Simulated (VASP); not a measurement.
Given:

```
CELL_PARAMETERS angstrom
      1.92249    -3.32985     0.00000
      1.92249     3.32985     0.00000
      0.00000     0.00000     6.23616
ATOMIC_POSITIONS crystal
  Zn 0.66667 0.33333 0.49929
  Zn 0.33333 0.66667 0.99929
  S  0.66667 0.33333 0.87571
  S  0.33333 0.66667 0.37571
```

The numbers are results of PBE GGA, VASP's PBE PAW potentials (set 64) (plane waves; VASP), not measurements. Settings: 480 eV cut-off, 6×6×4 Γ-centred mesh, Gaussian smearing of 0.050 eV, potentials Zn S.

Problem. What does the run give for the energy per atom (σ→0), band gap (on the k-mesh) with the smallest direct gap where there is one?

Solution. 
```json
{
  "band gap (on the k-mesh)": "2.16 eV",
  "smallest direct gap (on the k-mesh)": "2.16 eV",
  "energy per atom (σ→0)": "-3.421 eV/atom"
}
```

Only differences to runs with the same potentials and settings are physical.

The compound is ZnS in the wurtzite structure, the high-temperature form. This cell was strained or had an atom moved on purpose. Symmetry was kept, so distortions that lower it aren't found.
